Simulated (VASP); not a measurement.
An input for Ansatz (written as the equivalent of a VASP run, and not itself run):

Ansatz 0.2 input:
```yaml
crystal:
  lattice:
    - [-2.4898327, 2.4898327, 3.6737647]
    - [2.4898327, -2.4898327, 3.6737647]
    - [2.4898327, 2.4898327, -3.6737647]
  atoms:
    - { symbol: Si, position: [0.0000000, 0.0000000, 0.0000000] }
    - { symbol: Si, position: [0.7500000, 0.2500000, 0.5000000] }
    - { symbol: O, position: [0.3750000, 0.2224499, 0.3474499] }
    - { symbol: O, position: [0.7775501, 0.1250000, 0.1525501] }
    - { symbol: O, position: [0.8750000, 0.0275501, 0.6525501] }
    - { symbol: O, position: [0.9724499, 0.6250000, 0.8474499] }
kpoints:
  mp_grid: { grid: [6, 6, 6] }
hamiltonian:
  xc: r2scan
  pseudopotentials: { kind: paw }
scf:
  occupations: { method: gaussian, width: 0.05 }
  max_iter: 100
relax:
  max_steps: 60
  f_tol: 0.02
  cell: {}
output: { forces: true, stress: true, eigenvalues: true }
```

Q: Write the VASP files for the same calculation (r2SCAN).

A: This is not unique; one that fits is 
File POSCAR:
```
SiO2
1
   -2.4898327102     2.4898327102     3.6737647069
    2.4898327102    -2.4898327102     3.6737647069
    2.4898327102     2.4898327102    -3.6737647069
Si O
2 4
Direct
  0.0000000000   0.0000000000   0.0000000000
  0.7500000000   0.2500000000   0.5000000000
  0.3750000000   0.2224498687   0.3474498687
  0.7775501313   0.1250000000   0.1525501313
  0.8750000000   0.0275501313   0.6525501313
  0.9724498687   0.6250000000   0.8474498687
```

### KPOINTS
```
kpoints
0
gamma
6 6 6
0 0 0
```

### INCAR
```
ALGO = Normal
EDIFF = 1E-6
EDIFFG = -0.02
ENCUT = 520
IBRION = 2
ISIF = 3
ISMEAR = 0
LASPH = .TRUE.
LCHARG = .FALSE.
LMIXTAU = .TRUE.
LREAL = .FALSE.
LWAVE = .FALSE.
METAGGA = R2SCAN
NELM = 100
NSW = 60
PREC = Accurate
SIGMA = 0.05
SYSTEM = SiO2
```

POTCAR, in this order: Si O (PBE.64 set). Program: vasp_std.

The two are equivalent in intent, not identical: each code has its own PAW files, so the cut-off isn't converted (ENCUT is set for VASP's; basis.ecutwfc is left out, and Ansatz then takes the one that its files recommend); Ansatz stops its SCF on the density residual and VASP on the energy change (EDIFF).

The structure comes from a computed database's SiO2 entry (I-42d); how it stands against other phases isn't given here. This run relaxes it. Symmetry was kept, so distortions that lower it aren't found. The start is the result of an earlier pass.
